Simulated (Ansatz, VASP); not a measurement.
Cs3In: VASP beside Ansatz

```
CELL_PARAMETERS angstrom
-2.77217 2.77217 5.59272
2.77217 -2.77217 5.59272
2.77217 2.77217 -5.59272
ATOMIC_POSITIONS crystal
Cs 0.75000 0.25000 0.50000
Cs 0.25000 0.75000 0.50000
Cs 0.50000 0.50000 0.00000
In 0.00000 0.00000 0.00000
```

Change from the starting cell: species swapped into the Ce3Zn type (I4/mmm, No. 139).

Alike in both runs: task single point; functional PBE; k mesh 4 × 4 × 4; occupations gaussian, width 0.1 eV; no spin polarisation.

```csv
,VASP,Ansatz
version,VASP 6.6.1,Ansatz 0.2.0
potentials or method,"VASP PAW PBE potentials, release 64 (Cs_sv, In_d)","scalar-relativistic, plane waves, PAW"
plane-wave cutoff (eV),520,420
valence electrons in the cell,40,40
```

|  | VASP | Ansatz | Ansatz less VASP |
| --- | --- | --- | --- |
| gap on the k mesh at the Fermi level (eV) | none | none | - |
| pressure (GPa) | 3.8 | 3.7 | -0.05 |
| largest component of the traceless stress (GPa) | 0.46 | 0.45 | -0.007 |

A gap of «none» marks a metal or a gap that the smearing closes.

Caveats: the k mesh is coarse (spacing up to 0.40 Å⁻¹), so the values aren't converged. The runs have no spin-orbit coupling, so splittings on Cs are missing.
